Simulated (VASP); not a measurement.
The system is Pd.

```
CELL_PARAMETERS angstrom
0.00000 1.94650 1.94650
1.94650 0.00000 1.94650
1.94650 1.94650 0.00000
ATOMIC_POSITIONS crystal
Pd 0.00000 0.00000 0.00000
```

| Property | Result |
| --- | --- |
| Program | VASP 6.6.1 |
| Task | relaxation of cell and atoms |
| Functional | PBEsol |
| Potentials or basis | VASP PAW PBE potentials, release 64 (Pd) |
| Cutoff | 600 eV |
| k mesh | 16 × 16 × 16 |
| Occupations | methfessel-paxton, width 0.1 eV |
| Spin | no spin polarisation |

At the start: pressure -3.0 GPa; volume 14.75 Å³/atom.

How do energy, volume and symmetry change on relaxing?

Over 3 steps the energy falls by 2.1 meV/atom and the volume is 14.53 Å³/atom (-1.5 %); space group Fm-3m (No. 225, to 0.05 Å).

The path:
```
step  energy change (eV)  largest force (eV/Å)  pressure (GPa)  volume (Å³)
   1              0.0000                0.0000           -2.99        14.75
   2              0.0039                0.0000            5.51        14.17
   3             -0.0021                0.0000           -0.01        14.53
```

Final structure:
```cif
data_structure
_symmetry_space_group_name_H-M 'P 1'
_symmetry_Int_Tables_number 1
_cell_length_a 2.7390
_cell_length_b 2.7390
_cell_length_c 2.7390
_cell_angle_alpha 60.000
_cell_angle_beta 60.000
_cell_angle_gamma 60.000
_cell_volume 14.53
loop_
_atom_site_label
_atom_site_type_symbol
_atom_site_fract_x
_atom_site_fract_y
_atom_site_fract_z
_atom_site_occupancy
Pd1 Pd 0.00000 0.00000 0.00000 1
```

Caveat: the PAW data sets were made with another functional, which shifts forces and pressure a little.
